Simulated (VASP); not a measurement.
## CdSe (relaxed from the NiAs type structure, space group P6_3/mmc): computed properties

These are PBE GGA, VASP's PBE PAW potentials (set 64) (plane waves; VASP) values and carry that method's errors.

| Property | Result |
|---|---|
| space group | P6_3/mmc (194) |
| cell | a = b = 4.0592 Å, c = 6.6926 Å, α = β = 90.00°, γ = 120.00° |
| volume per atom | 23.88 Å³/atom |
| band gap (over mesh and band path) | none (metal, semimetal or under 0.01 eV) |
| density | 6.66 g/cm³ |

```yaml
crystal:
  lattice:
    - [4.05921, 0.00000, 0.00000]
    - [-2.02961, 3.51538, 0.00000]
    - [0.00000, 0.00000, 6.69263]
  atoms:
    - { symbol: Cd, position: [0.00000, 0.00000, 0.00000] }
    - { symbol: Cd, position: [0.00000, 0.00000, 0.50000] }
    - { symbol: Se, position: [0.33333, 0.66667, 0.25000] }
    - { symbol: Se, position: [0.66667, 0.33333, 0.75000] }
```

The structure was generated: CdSe was put into the NiAs type type (P6_3/mmc), which need not be its known phase. It was relaxed first, which changed the volume by +7 %. Symmetry was kept, so distortions that lower it aren't found.
